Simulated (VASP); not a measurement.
Here is the system:

```
CELL_PARAMETERS angstrom
      0.00000     2.76508     2.76508
      2.76508     0.00000     2.76508
      2.76508     2.76508     0.00000
ATOMIC_POSITIONS crystal
  Al 0.00000 0.00000 0.00000
  P  0.25000 0.25000 0.25000
```

Level of theory: revPBE GGA, VASP's PBE PAW potentials (set 64) (plane waves; VASP). Settings: 520 eV cut-off, 8×8×8 Γ-centred mesh, Gaussian smearing of 0.050 eV, potentials Al P.

Task: What does the run give for the energy per atom (σ→0), band gap (on the k-mesh) with the smallest direct gap where there is one?

Result: 
* **band gap (on the k-mesh)**: 1.71 eV
* **smallest direct gap (on the k-mesh)**: 3.09 eV
* **energy per atom (σ→0)**: -4955 meV/atom

Total energies compare only between runs with the same potentials, cut-off and functional.

The compound is AlP in the zinc blende structure. It was relaxed first. The start is the result of an earlier pass.
